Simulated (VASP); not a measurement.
Output of a VASP run:

**OSZICAR**
```
...
DAV:   2    -0.147780836211E+03   -0.41460E-04   -0.54757E-04  3242   0.115E-01    0.229E-02
DAV:   3    -0.147780830913E+03    0.52980E-05   -0.10309E-05  2054   0.242E-02    0.147E-02
DAV:   4    -0.147780830291E+03    0.62177E-06   -0.11738E-05  1786   0.210E-02
  15 F= -.14778083E+03 E0= -.14778046E+03  d E =-.610321E-02
       N       E                     dE             d eps       ncg     rms          rms(c)
DAV:   1    -0.147781490248E+03   -0.65934E-03   -0.13377E-01  2462   0.195E+00    0.721E-02
DAV:   2    -0.147781619179E+03   -0.12893E-03   -0.22322E-03  3196   0.236E-01    0.487E-02
DAV:   3    -0.147781594831E+03    0.24348E-04   -0.63608E-05  2939   0.552E-02    0.276E-02
DAV:   4    -0.147781593263E+03    0.15672E-05   -0.34464E-05  2217   0.317E-02
  16 F= -.14778159E+03 E0= -.14778124E+03  d E =-.762973E-03
       N       E                     dE             d eps       ncg     rms          rms(c)
DAV:   1    -0.147781699101E+03   -0.10427E-03   -0.53884E-02  2466   0.124E+00    0.465E-02
DAV:   2    -0.147781750704E+03   -0.51604E-04   -0.89017E-04  3190   0.149E-01    0.315E-02
DAV:   3    -0.147781741261E+03    0.94426E-05   -0.24071E-05  2403   0.347E-02    0.177E-02
DAV:   4    -0.147781740947E+03    0.31477E-06   -0.14503E-05  1774   0.213E-02
  17 F= -.14778174E+03 E0= -.14778139E+03  d E =-.910656E-03
       N       E                     dE             d eps       ncg     rms          rms(c)
DAV:   1    -0.147782216658E+03   -0.47540E-03   -0.10904E-01  2466   0.179E+00    0.677E-02
DAV:   2    -0.147782326342E+03   -0.10968E-03   -0.17788E-03  3092   0.217E-01    0.437E-02
DAV:   3    -0.147782304436E+03    0.21907E-04   -0.73560E-05  3037   0.574E-02    0.214E-02
DAV:   4    -0.147782303321E+03    0.11148E-05   -0.29062E-05  2181   0.280E-02
  18 F= -.14778230E+03 E0= -.14778196E+03  d E =-.562374E-03
       N       E                     dE             d eps       ncg     rms          rms(c)
DAV:   1    -0.147782326620E+03   -0.22185E-04   -0.92940E-03  2474   0.522E-01    0.207E-02
DAV:   2    -0.147782337549E+03   -0.10929E-04   -0.15871E-04  3144   0.643E-02    0.128E-02
DAV:   3    -0.147782335631E+03    0.19185E-05   -0.49417E-06  1906   0.164E-02    0.654E-03
DAV:   4    -0.147782335704E+03   -0.73680E-07   -0.37702E-06  1701   0.105E-02
  19 F= -.14778234E+03 E0= -.14778200E+03  d E =-.594758E-03
       N       E                     dE             d eps       ncg     rms          rms(c)
DAV:   1    -0.147782477792E+03   -0.14216E-03   -0.51755E-02  2466   0.122E+00    0.433E-02
DAV:   2    -0.147782542288E+03   -0.64496E-04   -0.88519E-04  3189   0.151E-01    0.301E-02
DAV:   3    -0.147782532067E+03    0.10221E-04   -0.26688E-05  2555   0.329E-02    0.172E-02
DAV:   4    -0.147782529727E+03    0.23400E-05   -0.14379E-05  1884   0.210E-02
  20 F= -.14778253E+03 E0= -.14778218E+03  d E =-.194023E-03
       N       E                     dE             d eps       ncg     rms          rms(c)
DAV:   1    -0.147782534133E+03   -0.20653E-05   -0.11102E-03  2541   0.178E-01    0.632E-03
DAV:   2    -0.147782535186E+03   -0.10536E-05   -0.17562E-05  2143   0.225E-02    0.436E-03
DAV:   3    -0.147782535088E+03    0.97762E-07   -0.17339E-06  1557   0.777E-03    0.198E-03
DAV:   4    -0.147782535171E+03   -0.82216E-07   -0.58665E-07  1523   0.417E-03
  21 F= -.14778254E+03 E0= -.14778219E+03  d E =-.199466E-03
```

**OUTCAR**
```
------------------------ aborting loop because EDIFF is reached ----------------------------------------
  FORCE on cell =-STRESS in cart. coord.  units (eV):
  Direction    XX          YY          ZZ          XY          YZ          ZX
  --------------------------------------------------------------------------------------
  Total       15.9580336     -3.8559059     -0.8058167      0.0000000      0.0000000     -0.0000000
  in kB      114.2801636    -27.6132743     -5.7706897      0.0000000      0.0000000     -0.0000000
  external PRESSURE =      26.9653999 kB  Pullay stress =       0.0000000 kB
  volume of cell :      223.73
      direct lattice vectors                 reciprocal lattice vectors
     3.556460148  0.000000000  0.000000000     0.281178464  0.000000000  0.000000000
     0.000000000  2.514797199  0.000000000     0.000000000  0.397646379  0.000000000
     0.000000000  0.000000000 25.014866457     0.000000000  0.000000000  0.039976228
 POSITION                                       TOTAL-FORCE (eV/Angst)
 -----------------------------------------------------------------------------------
      0.54919      0.00000     16.73949         0.016223      0.000000     -0.012407
      1.22904      1.25740     16.73949        -0.016223     -0.000000     -0.012407
      2.25760      1.25740     15.68194        -0.024172      0.000000     -0.006209
      3.07709      0.00000     15.68194         0.024172      0.000000     -0.006209
      0.44732      0.00000     14.39197         0.007728     -0.000000      0.005966
      1.33091      1.25740     14.39197        -0.007728      0.000000      0.005966
      2.22464      1.25740     13.13853        -0.013693      0.000000     -0.002000
      3.11005      0.00000     13.13853         0.013693      0.000000     -0.002000
      0.44641      0.00000     11.87634        -0.013693      0.000000      0.002000
      1.33182      1.25740     11.87634         0.013693      0.000000      0.002000
      2.22555      1.25740     10.62290         0.007728     -0.000000     -0.005966
      3.10914      0.00000     10.62290        -0.007728      0.000000     -0.005966
      0.47937      0.00000      9.33293        -0.024172      0.000000      0.006209
      1.29886      1.25740      9.33293         0.024172      0.000000      0.006209
      2.32742      1.25740      8.27537         0.016223      0.000000      0.012407
      3.00727      0.00000      8.27537        -0.016223     -0.000000      0.012407
 -----------------------------------------------------------------------------------
    total drift:                                0.000000      0.000000     -0.000000
  FREE ENERGIE OF THE ION-ELECTRON SYSTEM (eV)
  ---------------------------------------------------
  free  energy   TOTEN  =      -147.7825351706 eV

  energy  without entropy=     -147.7814979973  energy(sigma->0) =     -147.78218945

 reached required accuracy - stopping structural energy minimisation
```
(Selected blocks of OUTCAR.)

File POSCAR:
```
C(110) slab
1
    3.5564601480    -0.0000000000    -0.0000000000
   -0.0000000000     2.5147971988     0.0000000000
    0.0000000000     0.0000000000    25.0148664571
C
16
Direct
  0.1250000000   0.0000000000   0.6759310000
  0.3750000000   0.5000000000   0.6759310000
  0.6250000000   0.5000000000   0.6256650000
  0.8750000000   0.0000000000   0.6256650000
  0.1250000000   0.0000000000   0.5753990000
  0.3750000000   0.5000000000   0.5753990000
  0.6250000000   0.5000000000   0.5251330000
  0.8750000000   0.0000000000   0.5251330000
  0.1250000000   0.0000000000   0.4748670000
  0.3750000000   0.5000000000   0.4748670000
  0.6250000000   0.5000000000   0.4246010000
  0.8750000000   0.0000000000   0.4246010000
  0.1250000000   0.0000000000   0.3743350000
  0.3750000000   0.5000000000   0.3743350000
  0.6250000000   0.5000000000   0.3240690000
  0.8750000000   0.0000000000   0.3240690000
```

Question: Reconstruct the remaining input files.

Answer: This is not unique; one that fits is the input of the run itself, PBEsol GGA, plane waves, VASP's PBE PAW potentials (set 64).

File KPOINTS:
```
kpoints
0
G
8 11 1
```

INCAR:
```
NSW = 50   ! most ionic steps
LREAL = F   ! projection in real space or not
LDIPOL = T
LWAVE = T
NELM = 100
ISIF = 2   ! forces and stress, cell fixed
IBRION = 2   ! conjugate gradients
LCHARG = F
PREC = Normal
EDIFF = 1E-5   ! SCF stop (eV)
ENCUT = 450
NELMIN = 4
IDIPOL = 3
SYSTEM = C(110) slab
LASPH = T
SIGMA = 0.1
ALGO = Normal   ! blocked Davidson
ISMEAR = 1   ! Methfessel-Paxton
DIPOL = 0.5 0.5 0.5
GGA = PS
EDIFFG = -0.03
```

POTCAR, in this order: C (PBE.64 set). Program: vasp_std.

At this cut-off the stress carries a Pulay error, which pulls relaxed volumes low.

The cell is a thin slab with vacuum, built from C (diamond): (110) face.
